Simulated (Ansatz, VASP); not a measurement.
# Cu (Cu wire along [110], 9 atoms a period): VASP beside Ansatz, part 2 of 2

One calculation is typed for both programs; each brings its own data sets. How far apart do they land? Of the first pair: The structure shown is the start of the Ansatz relaxation below; VASP solves that cell, so the two are compared at the walk's first step.

VASP 6.6.1 and Ansatz 0.2.0.

So far. Step 4 (Differences): The forces differ by 17 meV/Å r.m.s., which is 8.0 % of the r.m.s. force of 0.212 eV/Å (both taken over all components).

**6. Ansatz: relaxation, PBE**

Level of this step: Ansatz beside VASP: Kohn-Sham DFT, plane waves, PBE (Ansatz).

This run makes the geometry at which the two programs are then compared. The cell compared in this pair holds 416.63 Å³, against 430.69 Å³ for the pair before.

The structure compared here is the end of the Ansatz relaxation.

Contents of input.yaml:

```yaml
crystal:
  lattice:
    - [14.06, 0.0, 0.0]
    - [0.0, 11.934, 0.0]
    - [0.0, 0.0, 2.5667976157]
  atoms:
    - { symbol: Cu, position: [0.241820768, 0.499983041, 0.0] }
    - { symbol: Cu, position: [0.5, 0.284900285, 0.0] }
    - { symbol: Cu, position: [0.5, 0.499983041, 0.0] }
    - { symbol: Cu, position: [0.758179232, 0.499983041, 0.0] }
    - { symbol: Cu, position: [0.370910384, 0.392441663, 0.5] }
    - { symbol: Cu, position: [0.370910384, 0.60752442, 0.5] }
    - { symbol: Cu, position: [0.629089616, 0.392441663, 0.5] }
    - { symbol: Cu, position: [0.629089616, 0.60752442, 0.5] }
    - { symbol: Cu, position: [0.5, 0.715065798, 0.0] }
kpoints:
  mp_grid: { grid: [1, 1, 32] }
scf:
  occupations: { method: fermi_dirac, width: 0.05 }
hamiltonian:
  xc: pbe
  pseudopotentials: { kind: paw, azcp: { folder: soft_1 } }
relax:
  cell: { fix: [a, b, alpha, beta, gamma] }
  max_steps: 45
  f_tol: 0.03
```

Launch:

```
$ ansatz run input.yaml --threads 4 --pin off --max-ram 16384MiB --backend cpu --events-out ev --progress --plain --runs-dir out
```

Numbers of over 12 decimals in the logs are rounded to 6 here.

The log of the run:

```text
[...]
Crystal: 9 atoms, lattice volume = 430.688 Å³
Basis set: ecut = 420 eV, 8433 PW (Γ), exchange–correlation on 192×160×36 points (8 copies of the dense FFT grid, shifted against one another)
Bands: 103, of which v1, the nominal top of the filled ones, is band 86 counted from 1 (85 counted from 0)
Symmetry: 8 space group operations
[...]
k-points: 17 of 32
[...]
- { symbol: Cu, position: [0.500000, 0.293454, 0.0] }
    - { symbol: Cu, position: [0.500000, 0.499983, 0.0] }
    - { symbol: Cu, position: [0.750651, 0.499983, 0.0] }
    - { symbol: Cu, position: [0.369981, 0.390928, 0.500000] }
    - { symbol: Cu, position: [0.369981, 0.609039, 0.500000] }
    - { symbol: Cu, position: [0.630019, 0.390928, 0.500000] }
    - { symbol: Cu, position: [0.630019, 0.609039, 0.500000] }
    - { symbol: Cu, position: [0.500000, 0.706512, 0.0] }
[key lines of the parts left out:]
SCF converged after 9 iterations
Free energy (F): -59621.088800 eV
Fermi energy:    0.829547 eV
P = ⅓ Tr σ = -0.0079 GPa (-0.079 kbar)
```

**7. VASP: single point, PBE, relaxed cell, pair 2**

The same cell, functional, mesh and smearing now go to VASP, with its own data sets.

Contents of INCAR:

```
SYSTEM = Cu
PREC = Accurate
ENCUT = 600
EDIFF = 1E-06
NELM = 120
ISMEAR = -1
SIGMA = 0.05
LREAL = .FALSE.
ALGO = Normal
GGA = PE
NBANDS = 61
LASPH = .TRUE.
LORBIT = 11
LWAVE = .FALSE.
LCHARG = .FALSE.
ISIF = 2
GGA_COMPAT = .FALSE.
KPAR = 2
```

Contents of POSCAR:

```
Cu
1.0
   14.0600000000      0.0000000000      0.0000000000
    0.0000000000     11.9340000000      0.0000000000
    0.0000000000      0.0000000000      2.4830205342
Cu
9
Direct
    0.2493488860      0.4999830413      0.0000000000
    0.5000000000      0.2934540829      0.0000000000
    0.5000000000      0.4999830413      0.0000000000
    0.7506511140      0.4999830413      0.0000000000
    0.3699812838      0.3909275228      0.5000000000
    0.3699812838      0.6090385598      0.5000000000
    0.6300187162      0.3909275228      0.5000000000
    0.6300187162      0.6090385598      0.5000000000
    0.5000000000      0.7065119996      0.0000000000
```

Contents of KPOINTS:

```
Automatic mesh
0
Gamma
1 1 32
0 0 0
```

The projector-augmented-wave data sets are Cu (PBE family, release 64).

Launch:

```
$ mpirun -np 2 vasp_std
```

The log of the run:

```text
[... set-up lines as in an earlier step ...]
 entering main loop
       N       E                     dE             d eps       ncg     rms          rms(c)
DAV:   1     0.864920312434E+03    0.86492E+03   -0.43019E+04  2082   0.194E+03
DAV:   2     0.522654774053E+02   -0.81265E+03   -0.78853E+03  2074   0.403E+02
DAV:   3    -0.299282169155E+02   -0.82194E+02   -0.76678E+02  2239   0.184E+02
DAV:   4    -0.340856718030E+02   -0.41575E+01   -0.40879E+01  2408   0.522E+01
[...]
DAV:  21    -0.280986746478E+02   -0.13714E-04   -0.23340E-06  1441   0.301E-02    0.199E-03
DAV:  22    -0.280986757987E+02   -0.11509E-05   -0.65483E-07  1375   0.223E-02    0.558E-04
DAV:  23    -0.280986761401E+02   -0.34138E-06   -0.41047E-07  1297   0.551E-03
   1 F= -.28098676E+02 E0= -.28086404E+02  d E =-.245439E-01
```

OUTCAR, selected parts (step 7):

```text
  Total        0.3805276      0.0705356      0.5326143      0.0000000      0.0000000      0.0000000
  in kB        1.4633395      0.2712486      2.0481970      0.0000000      0.0000000      0.0000000
  external PRESSURE =       1.2609284 kB  Pullay stress =       0.0000000 kB

 POSITION                                       TOTAL-FORCE (eV/Angst)
 -----------------------------------------------------------------------------------
      3.50585      5.96680      0.00000        -0.040739     -0.000000      0.000000
      7.03000      3.50208      0.00000         0.000000     -0.039156      0.000000
      7.03000      5.96680      0.00000         0.000000      0.000000      0.000000
     10.55415      5.96680      0.00000         0.040739      0.000000      0.000000
      5.20194      4.66533      1.24151        -0.014627     -0.019679      0.000000
      5.20194      7.26827      1.24151        -0.014627      0.019679     -0.000000
      8.85806      4.66533      1.24151         0.014627     -0.019679      0.000000
      8.85806      7.26827      1.24151         0.014627      0.019679     -0.000000
      7.03000      8.43151      0.00000         0.000000      0.039156      0.000000
 -----------------------------------------------------------------------------------
    total drift:                                0.000000     -0.000018     -0.000001

  FREE ENERGIE OF THE ION-ELECTRON SYSTEM (eV)
  ---------------------------------------------------
  free  energy   TOTEN  =       -28.0986761401 eV

  energy  without entropy=      -28.0741322481  energy(sigma->0) =      -28.08640419

[... 1 part as in an earlier step ...]

[... 2 further parts left out ...]
[key lines of the parts left out:]
E-fermi :  -1.3894
```

**8. Differences**

What differs besides the data sets and the points named for the pairs above, as far as they apply: the data sets hold 171 valence electrons in Ansatz (on its PAW soft_1 files) and 99 in VASP; the cutoff is 420 eV in Ansatz and 600 eV in VASP; Ansatz's pressure holds a Pulay correction, VASP's none. Total energies have different zeros and are not compared.

Both answers:

```
      quantity  Ansatz  VASP  difference
pressure (GPa)   -0.01  0.13       -0.13
```

At this near-relaxed geometry the largest component of a force difference is 42 meV/Å.

**9. Summary of results**

```yaml
r_m_s_force_difference_single_point_pbe_start_cell_pair_1: 8.0 % of the r.m.s. force
r_m_s_force_difference_single_point_pbe_relaxed_cell_pair_2: 18 meV/Å
```

What this shows: The r.m.s. force difference is 8.0 % of the r.m.s. force (single point, PBE, start cell, pair 1), beyond the 3 % picked in this series as the mark of a large difference. The data sets hold unlike numbers of valence electrons (171 in Ansatz and 99 in VASP), so part of the differences comes from the potentials. Single point, PBE, start cell, pair 1, VASP with the data sets Cu_sv_GW and a cutoff of 610 eV: r.m.s. force difference goes from 17 to 1.7 meV/Å. What causes the difference of the single point, PBE, relaxed cell, pair 2 pair stays open here. Such differences can come from data sets, numerical settings and the points named under the comparisons, not from the functional's error against experiment.

[Lines on the potential files, build, host, timing and source positions are cut from VASP's logs without a mark.]

[Logs are printed without paths, hosts, clocks, repeated set-up lines and the standing remarks that a program may print on its own settings, such as how far it seeks lower states.]

[Hosts, paths, dates, database ids (printed as entryN), source tags and the programs' standing remarks are cut or masked in the printed files.]
